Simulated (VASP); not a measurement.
Method: vdW-DF2, VASP's PBE PAW potentials (set 64) (plane waves; VASP).

A VASP calculation is set up with these files.

File KPOINTS:
```
Automatic mesh
0
Gamma
8 8 8
0 0 0
```

INCAR:
```
! general
SYSTEM    =  KBr
PREC      =  Accurate
ENCUT     =  520
LREAL     =  F
LASPH     =  T

! electronic loop
EDIFF     =  1E-7
NELM      =  100
ALGO      =  Normal
LMAXMIX   =  4

! smearing
ISMEAR    =  -5

! functional
GGA       =  ML
LUSE_VDW  =  T
AGGAC     =  0.0
ZAB_VDW   =  -1.8867

! ions
ISIF      =  2

! output
LWAVE     =  F
LCHARG    =  T
LORBIT    =  11
NEDOS     =  601
```

**POSCAR**
```
KBr
4.7265370
  0.0000000000   0.7071067285   0.7071067285
  0.7071067285   0.0000000000   0.7071067285
  0.7071067285   0.7071067285   0.0000000000
K Br
1 1
Cartesian
  0.0000000000   0.0000000000   0.0000000000
  0.7071067285   0.7071067285   0.7071067285
```

POTCAR, in this order: K_sv Br (PBE.64 set). Program: vasp_std.

Output of the run:

OSZICAR:
```
       N       E                     dE             d eps       ncg     rms          rms(c)
DAV:   1     0.103612446243E+03    0.10361E+03   -0.69500E+03   696   0.115E+03
DAV:   2     0.358687429541E+01   -0.10003E+03   -0.93927E+02   828   0.268E+02
DAV:   3    -0.271665409973E+01   -0.63035E+01   -0.62759E+01   912   0.615E+01
DAV:   4    -0.299530573190E+01   -0.27865E+00   -0.27838E+00  1252   0.112E+01
DAV:   5    -0.299684451047E+01   -0.15388E-02   -0.15388E-02   908   0.865E-01    0.386E+00
DAV:   6    -0.277170039235E+01    0.22514E+00   -0.37556E-01   844   0.323E+00    0.272E+00
DAV:   7    -0.273243950242E+01    0.39261E-01   -0.13403E-01   876   0.241E+00    0.125E+00
DAV:   8    -0.272779334166E+01    0.46462E-02   -0.19892E-02   912   0.123E+00    0.102E-01
DAV:   9    -0.272772907409E+01    0.64268E-04   -0.64219E-04  1028   0.188E-01    0.630E-02
DAV:  10    -0.272770758636E+01    0.21488E-04   -0.16678E-04   848   0.140E-01    0.107E-02
DAV:  11    -0.272770892035E+01   -0.13340E-05   -0.10241E-05  1080   0.260E-02    0.354E-03
DAV:  12    -0.272770955351E+01   -0.63316E-06   -0.65062E-07   872   0.876E-03    0.100E-03
DAV:  13    -0.272770961666E+01   -0.63155E-07   -0.83360E-08   672   0.363E-03
   1 F= -.27277096E+01 E0= -.27277096E+01  d E =0.000000E+00
```

**OUTCAR**
```
------------------------ aborting loop because EDIFF is reached ----------------------------------------
  FORCE on cell =-STRESS in cart. coord.  units (eV):
  Direction    XX          YY          ZZ          XY          YZ          ZX
  --------------------------------------------------------------------------------------
  Total        0.0053682      0.0053682      0.0053682     -0.0000000      0.0000000     -0.0000000
  in kB        0.1151931      0.1151931      0.1151931     -0.0000000      0.0000000     -0.0000000
  external PRESSURE =       0.1151931 kB  Pullay stress =       0.0000000 kB
  volume of cell :       74.66
      direct lattice vectors                 reciprocal lattice vectors
     0.000000000  3.342166115  3.342166115    -0.149603575  0.149603575  0.149603575
     3.342166115  0.000000000  3.342166115     0.149603575 -0.149603575  0.149603575
     3.342166115  3.342166115  0.000000000     0.149603575  0.149603575 -0.149603575
  FREE ENERGIE OF THE ION-ELECTRON SYSTEM (eV)
  ---------------------------------------------------
  free  energy   TOTEN  =        -2.7277096167 eV

  energy  without entropy=       -2.7277096167  energy(sigma->0) =       -2.72770962

 total charge

# of ion       s       p       d       tot
------------------------------------------
    1        1.954   5.519   0.023   7.496
    2        1.637   3.280   0.001   4.918
--------------------------------------------------
tot          3.591   8.799   0.024  12.414
```
(Selected blocks of OUTCAR.)

The compound is KBr in the rock salt structure. It was relaxed first.
